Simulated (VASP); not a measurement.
# KBr2F7 (P1) in VASP: single point with PBE

Aim: the single point of KBr2F7 with PBE.

Everything below comes from runs of VASP 6.6.1. Logs are shortened: lines on timing, memory, paths and dates and some standing lists are left out, and cuts for length are marked.

## Step 1: Starting point

The typed cell holds 10 atoms: a = 6.632 Å, b = 4.202 Å, c = 6.484 Å, α = 90.71°, β = 117.96°, γ = 90.59°.

The cell was built by a generator and needn't be a form met in nature.

## Step 2: Single point, PBE

File INCAR:

```
SYSTEM = KBr2F7
PREC = Accurate ; ENCUT = 520
EDIFF = 1E-6 ; ISMEAR = -1
SIGMA = 0.1 ; LREAL = .False.
LASPH = .True. ; NELM = 100
ALGO = Fast ; ISIF = 2
LWAVE = .False. ; LCHARG = .False.
GGA = PE ; NBANDS = 47
```

File KPOINTS:

```
Automatic mesh
0
Gamma
  3 4 3
  0.5 0 0.5
```

File POSCAR:

```
KBr2F7
1.0
    6.6313210000     -0.0341520000     -0.1032350000
   -0.0220620000      4.2015020000     -0.0404400000
   -2.9509230000     -0.0407670000      5.7728910000
K Br F
1 2 7
Direct
    0.4993950000      0.5143230000      0.0047820000
    0.1880740000      0.0079850000      0.3097500000
    0.8026160000      0.0099000000      0.6875930000
    0.5533110000      0.0054880000      0.3384380000
    0.4640090000      0.9903870000      0.6728360000
    0.1707310000      0.0084400000      0.9592900000
    0.8315660000      0.0005100000      0.0472150000
    0.2175320000      0.4844140000      0.3012890000
    0.7914750000      0.4999090000      0.7082640000
    0.9989660000      0.9071540000      0.4988920000
```

Potentials or basis: VASP PAW PBE potentials, release 64 (K_sv, Br, F).

Launch:

```console
$ cat potpaw_PBE.64/K_sv/POTCAR potpaw_PBE.64/Br/POTCAR potpaw_PBE.64/F/POTCAR > POTCAR
$ mpirun -np 1 vasp_std > vasp.out
```

OUTCAR:

```text
SYSTEM = KBr2F7
   PREC = Accurate
   ENCUT = 520
   EDIFF = 1E-6
   ISMEAR = -1
   LREAL = .False.
   LASPH = .True.
   NELM = 100
   ISIF = 2
   GGA = PE

 ion  position               nearest neighbor table
   1  0.499  0.514  0.005-
   2  0.188  0.008  0.310-   8 2.01  10 2.17   7 2.17   5 2.21   8 2.21   6 2.22   4 2.34
   3  0.803  0.010  0.688-   9 2.07   4 2.08   9 2.15   5 2.20  10 2.21   6 2.24   7 2.25
   4  0.553  0.005  0.338-   3 2.08   2 2.34
   5  0.464  0.990  0.673-   3 2.20   2 2.21
   6  0.171  0.008  0.959-   2 2.22   3 2.24
   7  0.832  0.001  0.047-   2 2.17   3 2.25
   8  0.218  0.484  0.301-   2 2.01   2 2.21
   9  0.791  0.500  0.708-   3 2.07   3 2.15
  10  0.999  0.907  0.499-   2 2.17   3 2.21

  LATTYP: Found a triclinic cell.
 ALAT       =     6.7598773253
 B/A-ratio  =     0.9591162561
 C/A-ratio  =     0.6215726017
 COS(alpha) =     0.0124672824
 COS(beta)  =     0.0220132577
 COS(gamma) =     0.4990629005

  Lattice vectors:

 A1 = (   3.6803980000,  -0.0749190000,   5.6696560000)
 A2 = (  -2.9509230000,  -0.0407670000,   5.7728910000)
 A3 = (   0.0220620000,  -4.2015020000,   0.0404400000)

Analysis of symmetry for initial positions (statically):
=====================================================================
 Subroutine PRICEL returns:
 Original cell was already a primitive cell.

 Routine SETGRP: Setting up the symmetry group for a
 triclinic supercell.

 Subroutine GETGRP returns: Found  1 space group operations
 (whereof  1 operations were pure point group operations)
 out of a pool of  2 trial point group operations.

The static configuration has the point symmetry C_1 .

Analysis of symmetry for dynamics (positions and initial velocities):
=====================================================================
 Subroutine PRICEL returns:
 Original cell was already a primitive cell.

 Routine SETGRP: Setting up the symmetry group for a
 triclinic supercell.

 Subroutine GETGRP returns: Found  1 space group operations
 (whereof  1 operations were pure point group operations)
 out of a pool of  2 trial point group operations.

The dynamic configuration has the point symmetry C_1 .

 Subroutine INISYM returns: Found  1 space group operations
 (whereof  1 operations are pure point group operations),
 and found     1 'primitive' translations

[... 110 lines left out ...]
   ISIF   =      2    stress and relaxation
   ISYM   =      2    0-nonsym 1-usesym 2-fastsym
   POTIM  = 0.5000    time-step for ionic-motion
   TEBEG  =    0.0;   TEEND  =   0.0 temperature during run
   PSTRESS=    0.0 pullay stress
   NELECT =      72.0000    total number of electrons
   NUPDOWN=      -1.0000    fix difference up-down
   EMIN   =  10.00;   EMAX   =-10.00  energy-range for DOS
   EFERMI =   0.00;   METHOD = LEGACY
   ISMEAR =    -1;   SIGMA  =   0.10  broadening in eV -4-tet -1-fermi 0-gaus
   EFERMI_NEDOS =   21; number of points for ismear=-14 and -15
   IALGO  =     68    algorithm
   IMIX   =      4    mixing-type and parameters
     AMIX     =   0.40;   BMIX     =  1.00
     AMIX_MAG =   1.60;   BMIX_MAG =  1.00
  volume/ion in A,a.u.               =      15.95       107.66
  Fermi-wavevector in a.u.,A,eV,Ry     =   1.255723  2.372973 21.454222  1.576841
  Thomas-Fermi vector in A             =   2.389466
   LORBIT       =      0    0 simple, 1 ext, 2 COOP (PROOUT), +10 PAW based schemes
   GGA     = PE    functional components
   LHFCALC =     F    Hartree Fock is set to
   AEXX    =    0.0000 exact exchange contribution
   IVDW    =     0    specifies the selected vdW correction
   LEPSILON=     F    determine dielectric tensor
   LRPA    =     F    only Hartree local field effects (RPA)
 non-spin polarized calculation
 RMM-DIIS sequential band-by-band and
  energy-cutoff  :      520.00
  volume of cell :      159.54
 maximum number of plane-waves:      4317
 NGX is ok and might be reduce to    50
   NGX = 25   NGY = 15   NGZ = 25

 number of electron      72.0000007 magnetization

 Free energy of the ion-electron system (eV)
  ---------------------------------------------------
  ext. energy  EPLUGINS =         0.00000000
  ---------------------------------------------------
  free energy    TOTEN  =       -26.12550338 eV

  energy without entropy =      -25.93080365  energy(sigma->0) =      -26.02815351

 E-fermi :   0.6641     XC(G=0):  -8.7501

 val. band max:        0.6232610141   @ k =   0.5000   0.5000   0.1667
 cond. band min:       0.6674573994   @ k =   0.5000  -0.2500   0.1667
 fundamental gap:      0.0441963853
 Fermi energy:         0.6640977118

 k-point     1 :       0.1667   -0.0000    0.1667
  band No.  band energies     occupation
      1     -28.0902      2.00000
      2     -23.4120      2.00000
      3     -23.1877      2.00000
      4     -22.5072      2.00000
      5     -22.3441      2.00000
      6     -22.0986      2.00000
[... 939 lines left out ...]
     46       9.7628      0.00000
     47      10.3637      0.00000

------------------------ aborting loop because EDIFF is reached ----------------------------------------

  FORCE on cell =-STRESS in cart. coord.  units (eV):
  Direction    XX          YY          ZZ          XY          YZ          ZX
  --------------------------------------------------------------------------------------
  -------------------------------------------------------------------------------------
  Total        5.7478085      4.6792764      3.6638496      0.1782843     -0.1654804     -1.1839671
  in kB       57.7215091     46.9909343     36.7936627      1.7903930     -1.6618120    -11.8898133
  external PRESSURE =      47.1687020 kB  Pullay stress =       0.0000000 kB

 VOLUME and BASIS-vectors are now :
 -----------------------------------------------------------------------------
  energy-cutoff  :      520.00
  volume of cell :      159.54
      direct lattice vectors                 reciprocal lattice vectors
     6.631321000 -0.034152000 -0.103235000     0.152017369  0.001546281  0.077717488
    -0.022062000  4.201502000 -0.040440000     0.001262140  0.238039138  0.002326151
    -2.950923000 -0.040767000  5.772891000     0.002727326  0.001695153  0.174629529

 POSITION                                       TOTAL-FORCE (eV/Angst)
 -----------------------------------------------------------------------------------
      3.28619      2.14368     -0.04475         0.003344     -0.018415     -0.029620
      0.33295      0.01450      1.76841        -1.031327     -1.035788      0.856602
      3.29315     -0.01385      3.88614         1.426307     -0.694026     -0.627052
      2.67036     -0.00964      1.89642         0.885618      0.135598      0.527981
      1.06966      4.11784      3.79626        -1.029505      0.150866     -0.358295
     -1.69881     -0.00948      5.51991        -0.124137      0.132885     -0.769797
      5.37504     -0.02818      0.18670        -0.025175      0.128356      0.318110
      0.54276      2.01555      1.69726         0.124944      0.677351     -0.062031
      3.14746      2.04446      3.98681        -0.187795      0.275865      0.028788
      5.13226      3.75695      2.74024        -0.042273      0.247308      0.115314
 -----------------------------------------------------------------------------------
    total drift:                               -0.000577      0.001514     -0.000310

  FREE ENERGIE OF THE ION-ELECTRON SYSTEM (eV)
  ---------------------------------------------------
  free  energy   TOTEN  =       -26.1255033765 eV

  energy  without entropy=      -25.9308036495  energy(sigma->0) =      -26.02815351
```

OSZICAR:

```text
N       E                     dE             d eps       ncg     rms          rms(c)
DAV:   1     0.563387787920E+03    0.56339E+03   -0.39206E+04  1786   0.145E+03
DAV:   2     0.628186930056E+01   -0.55711E+03   -0.54191E+03  2260   0.360E+02
DAV:   3    -0.322756199703E+02   -0.38557E+02   -0.38199E+02  2317   0.929E+01
[... 12 lines left out ...]
RMM:  16    -0.261254923747E+02   -0.14020E-04   -0.99860E-05  3025   0.304E-02    0.165E-02
RMM:  17    -0.261254984190E+02   -0.60443E-05   -0.48657E-05  2835   0.191E-02    0.147E-02
RMM:  18    -0.261255012016E+02   -0.27826E-05   -0.23878E-05  2486   0.127E-02    0.519E-03
RMM:  19    -0.261255026788E+02   -0.14772E-05   -0.12290E-05  2140   0.884E-03    0.144E-03
RMM:  20    -0.261255033765E+02   -0.69769E-06   -0.65305E-06  1726   0.618E-03
   1 F= -.26125503E+02 E0= -.26028154E+02  d E =-.194700E+00
```

Wall time 2.9 min (1 thread of Intel Xeon Platinum 8488C (Sapphire Rapids), shared host); peak memory 0.33 GiB.

Results:

| Quantity | Value |
| --- | --- |
| Free energy | -26.1255 eV |
| Pressure | 4.7 GPa |
| Largest force | 1.706 eV/Å |
| Band gap on the k mesh | none (metal or under the smearing width) |

Forces on the atoms (eV/Å):
```
K    0.003 -0.018 -0.030
Br  -1.031 -1.036  0.857
Br   1.426 -0.694 -0.627
F    0.886  0.136  0.528
F   -1.030  0.151 -0.358
F   -0.124  0.133 -0.770
F   -0.025  0.128  0.318
F    0.125  0.677 -0.062
F   -0.188  0.276  0.029
F   -0.042  0.247  0.115
```

Levels at points of the mesh, in eV from the Fermi level:
| k point | band 31 | band 32 | band 33 | band 34 | band 35 | band 36 | band 37 | band 38 | band 39 | band 40 |
| --- | --- | --- | --- | --- | --- | --- | --- | --- | --- | --- |
| (0.50, 0.00, 0.50) | -3.56 | -3.44 | -3.30 | -2.87 | -1.15 | 0.51 | 0.81 | 1.18 | 1.69 | 2.05 |
| (0.50, 0.50, 0.50) | -3.45 | -3.30 | -3.25 | -2.86 | -2.06 | -1.46 | -1.38 | 0.22 | 0.59 | 1.27 |

Caveat: the k mesh is coarse (spacing up to 0.37 Å⁻¹), so the values aren't converged; forces of over 1 eV/Å show positions far from the minimum, so gaps and moduli don't describe the material at rest.
